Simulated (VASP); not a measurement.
Here is a VASP 6.6.1 calculation.

Contents of INCAR:

```
PREC     = Accurate       # precision mode
ENCUT    = 520            # plane-wave cutoff, eV
EDIFF    = 1E-7           # SCF threshold, eV
ISMEAR   = 0              # smearing method
SIGMA    = 0.1            # smearing width, eV
LREAL    = False          # projectors in reciprocal space
LASPH    = True           # aspherical terms in the spheres
NELM     = 100            # most SCF steps
ALGO     = Normal         # electronic algorithm
ISIF     = 3              # what is computed and relaxed
LWAVE    = False          # write WAVECAR
LCHARG   = False          # write CHGCAR
MAGMOM   = 0 0 0          # initial moments
LORBIT   = 11             # projections on sites
LSORBIT  = True           # spin-orbit coupling
GGA_COMPAT= False        
LMAXMIX  = 4              # l up to which the mixer works
GGA      = PE             # functional
IBRION   = 2              # ionic algorithm
NSW      = 80             # ionic steps
EDIFFG   = -0.002         # ionic threshold
KPAR     = 4
```

Contents of KPOINTS:

```
Automatic mesh
0
Gamma
  18 18 18
```

The input POSCAR:

```
Pt                                      
1.0
    0.0000000000      1.9859745262      1.9859745262
    1.9859745262      0.0000000000      1.9859745262
    1.9859745262      1.9859745262     -0.0000000000
  Pt            
     1
Direct
     0.0000000000000000    0.0000000000000000    0.0000000000000000
```

Potentials or basis: VASP PAW PBE potentials, release 64 (Pt).

Launch:

```sh
$ cat potpaw_PBE.64/Pt/POTCAR > POTCAR
$ mpirun -np 4 vasp_ncl > vasp.out
```

(1) Predict the net moment.

## Answers

(1) 0.00 μB per cell.

Caveat: the relaxation stopped at its first step, so nothing moved.
